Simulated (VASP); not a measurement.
Here is the system:

```xyz
1
Lattice="0.0000 1.9716 1.9716 1.9716 0.0000 1.9716 1.9716 1.9716 0.0000" Properties=species:S:1:pos:R:3 pbc="T T T"
Pd     0.0000     0.0000     0.0000
```

These are PBE GGA, VASP's PBE PAW potentials (set 64) (plane waves; VASP) values and carry that method's errors. Settings: PREC = Normal, EDIFF = 1E-5, 400 eV cut-off, 20×20×20 Γ-centred mesh, first-order Methfessel-Paxton smearing of 0.10 eV, potentials Pd.

Task: Estimate the energy per atom (σ→0), pressure, band gap (on the k-mesh) with the smallest direct gap where there is one.

Result: 
| Quantity | Value |
|---|---|
| band gap (on the k-mesh) | none (metal, semimetal or under 0.01 eV) |
| energy per atom (σ→0) | -5.214 eV/atom |
| pressure | -1.02 GPa |

The compound is Pd in the fcc structure. It was relaxed first.
